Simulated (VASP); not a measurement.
These are PBEsol GGA, VASP's PBE PAW potentials (set 64) (plane waves; VASP) values and carry that method's errors.

VASP input:

**INCAR**
```
SYSTEM = InSe
PREC = Accurate; ENCUT = 400; LREAL = .False.
LASPH = .True.
EDIFF = 1E-7; NELM = 100; ALGO = Normal
LMAXMIX = 4
ISMEAR = -5
GGA = PS
ISIF = 2
LWAVE = .False.; LCHARG = .True.; LORBIT = 11
NEDOS = 601
LEFG = .True.
```

POSCAR:
```
InSe
1
    4.0122516001     0.0000000000     0.0000000000
   -2.0061258001     3.4747122041     0.0000000000
    0.0000000000     0.0000000000    16.8039920723
In Se
4 4
Direct
  0.0000000000   0.0000000000   0.5826507832
  0.0000000000   0.0000000000   0.4173492168
  0.3333330000   0.6666670000   0.9173079078
  0.3333330000   0.6666670000   0.0826920922
  0.6666670000   0.3333330000   0.8411392993
  0.6666670000   0.3333330000   0.1588607007
  0.3333330000   0.6666670000   0.6587319231
  0.3333330000   0.6666670000   0.3412680769
```

File KPOINTS:
```
Automatic mesh
0
Gamma
7 7 2
0 0 0
```

POTCAR, in this order: In_d Se (PBE.64 set). Program: vasp_std.

Output of the run:

### OUTCAR
```
 ion  position               nearest neighbor table
   1  0.000  0.000  0.583-   7 2.65   7 2.65   7 2.65   2 2.78
   2  0.000  0.000  0.417-   8 2.65   8 2.65   8 2.65   1 2.78
   3  0.333  0.667  0.917-   5 2.65   5 2.65   5 2.65   4 2.78
   4  0.333  0.667  0.083-   6 2.65   6 2.65   6 2.65   3 2.78
   5  0.667  0.333  0.841-   3 2.65   3 2.65   3 2.65
   6  0.667  0.333  0.159-   4 2.65   4 2.65   4 2.65
   7  0.333  0.667  0.659-   1 2.65   1 2.65   1 2.65
   8  0.333  0.667  0.341-   2 2.65   2 2.65   2 2.65
  LATTYP: Found a hexagonal cell.
 ALAT       =     4.0122516001
 C/A-ratio  =     4.1881700719
 Subroutine PRICEL returns:
 Original cell was already a primitive cell.
 Subroutine GETGRP returns: Found 12 space group operations
The static configuration has the point symmetry D_3h.
The dynamic configuration has the point symmetry D_3h.
 Subroutine INISYM returns: Found 12 space group operations
 Subroutine IBZKPT returns following result:
 Found     16 irreducible k-points:

 Following reciprocal coordinates:
            Coordinates               Weight
  0.000000  0.000000  0.000000      1.000000
  0.142857 -0.000000  0.000000      6.000000
...
```

OSZICAR:
```
       N       E                     dE             d eps       ncg     rms          rms(c)
DAV:   1     0.710667501339E+03    0.71067E+03   -0.29719E+04  1440   0.157E+03
DAV:   2     0.740383538660E+02   -0.63663E+03   -0.62249E+03  1445   0.429E+02
DAV:   3    -0.256464812304E+02   -0.99685E+02   -0.97003E+02  1747   0.188E+02
DAV:   4    -0.318657445651E+02   -0.62193E+01   -0.61740E+01  1688   0.466E+01
DAV:   5    -0.321124147412E+02   -0.24667E+00   -0.24640E+00  1846   0.894E+00    0.985E+00
DAV:   6    -0.312506759545E+02    0.86174E+00   -0.17354E+00  1889   0.179E+01    0.563E+00
DAV:   7    -0.311982017602E+02    0.52474E-01   -0.93349E-01  2107   0.613E+00    0.135E+00
DAV:   8    -0.311896666242E+02    0.85351E-02   -0.10169E-01  2078   0.320E+00    0.998E-01
DAV:   9    -0.311901247415E+02   -0.45812E-03   -0.16145E-02  1825   0.532E-01    0.385E-01
DAV:  10    -0.311900178139E+02    0.10693E-03   -0.17095E-03  2060   0.470E-01    0.179E-01
DAV:  11    -0.311901794162E+02   -0.16160E-03   -0.65429E-04  1915   0.158E-01    0.410E-02
DAV:  12    -0.311901719832E+02    0.74330E-05   -0.56744E-05  2193   0.429E-02    0.256E-02
DAV:  13    -0.311901772828E+02   -0.52995E-05   -0.20259E-05  1984   0.258E-02    0.935E-03
DAV:  14    -0.311901775282E+02   -0.24547E-06   -0.31682E-06  1958   0.154E-02    0.419E-03
DAV:  15    -0.311901776261E+02   -0.97863E-07   -0.35308E-07  1304   0.391E-03
   1 F= -.31190178E+02 E0= -.31190178E+02  d E =0.000000E+00
```

**OUTCAR**
```
------------------------ aborting loop because EDIFF is reached ----------------------------------------
  FORCE on cell =-STRESS in cart. coord.  units (eV):
  Direction    XX          YY          ZZ          XY          YZ          ZX
  --------------------------------------------------------------------------------------
  Total       -0.1282820     -0.1282821     -0.1170733      0.0000000      0.0000000      0.0000000
  in kB       -0.8773177     -0.8773179     -0.8006618      0.0000000      0.0000000      0.0000000
  external PRESSURE =      -0.8517658 kB  Pullay stress =       0.0000000 kB
  volume of cell :      234.27
      direct lattice vectors                 reciprocal lattice vectors
     4.012251600  0.000000000  0.000000000     0.249236613  0.143896809  0.000000000
    -2.006125800  3.474712204  0.000000000     0.000000000  0.287793619  0.000000000
     0.000000000  0.000000000 16.803992072     0.000000000  0.000000000  0.059509669
 POSITION                                       TOTAL-FORCE (eV/Angst)
 -----------------------------------------------------------------------------------
      0.00000      0.00000      9.79086        -0.000000     -0.000000     -0.003392
      0.00000      0.00000      7.01313        -0.000000     -0.000000      0.003392
     -0.00000      2.31648     15.41443         0.000000     -0.000000      0.003508
     -0.00000      2.31648      1.38956         0.000000     -0.000000     -0.003508
      2.00613      1.15824     14.13450        -0.000000      0.000000      0.016069
      2.00613      1.15824      2.66949        -0.000000      0.000000     -0.016069
     -0.00000      2.31648     11.06933        -0.000000      0.000000     -0.007950
     -0.00000      2.31648      5.73467        -0.000000      0.000000      0.007950
 -----------------------------------------------------------------------------------
    total drift:                                0.001691     -0.000966      0.000000
  FREE ENERGIE OF THE ION-ELECTRON SYSTEM (eV)
  ---------------------------------------------------
  free  energy   TOTEN  =       -31.1901776261 eV

  energy  without entropy=      -31.1901776261  energy(sigma->0) =      -31.19017763

 total charge

# of ion       s       p       d       tot
------------------------------------------
    1        0.859   0.675   9.884  11.418
    2        0.859   0.675   9.884  11.418
    3        0.858   0.673   9.884  11.415
    4        0.858   0.673   9.884  11.415
    5        1.475   2.321   0.023   3.819
    6        1.475   2.321   0.023   3.819
    7        1.475   2.322   0.023   3.820
    8        1.475   2.322   0.023   3.820
--------------------------------------------------
tot          9.334  11.981  39.630  60.945
```
(Selected blocks of OUTCAR.)

Without a dispersion term in the relaxation, distances and binding between the weakly bound layers, chains or molecules are unreliable, and so is what depends on them.

The structure comes from a computed database's InSe entry (P-6m2); how it stands against other phases isn't given here. It was relaxed first, which changed the volume by -9 %.
